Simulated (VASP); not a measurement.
Data:

```
CELL_PARAMETERS angstrom
      3.21792     0.00000     0.00000
      0.00000     3.21792     0.00000
      0.00000     0.00000     3.21792
ATOMIC_POSITIONS crystal
  In 0.50000 0.50000 0.50000
  Pd 0.00000 0.00000 0.00000
```

All values below come from LDA (Ceperley-Alder, Perdew-Zunger), VASP's LDA PAW potentials (set 64) (plane waves; VASP). Run with 500 eV cut-off, 11×11×11 Γ-centred mesh, first-order Methfessel-Paxton smearing of 0.10 eV, potentials In_d Pd.

Energy and stress use the plane-wave basis of the starting cell.

Problem. The ions, cell shape and volume at an external pressure of 5.0 GPa are relaxed. What does this cell relax into?

Solution. 
```
CELL_PARAMETERS angstrom
      3.18578     0.00000     0.00000
      0.00000     3.18578     0.00000
      0.00000     0.00000     3.18578
ATOMIC_POSITIONS crystal
  In 0.50000 0.50000 0.50000
  Pd 0.00000 0.00000 0.00000
```
Space group Pm-3m (221), at a tolerance of 0.03 Å.

Problem. How do energy and volume change from the first to the last step?

Solution. The energy (σ→0) changes by +7.3 meV/atom and the volume by -3.0 %, in 3 ionic steps.

The compound is PdIn in the CsCl type structure. This run relaxes it under an external pressure of 5 GPa. Symmetry was kept, so distortions that lower it aren't found. The electron count is odd and the run is not spin-polarised, which forces a metal.
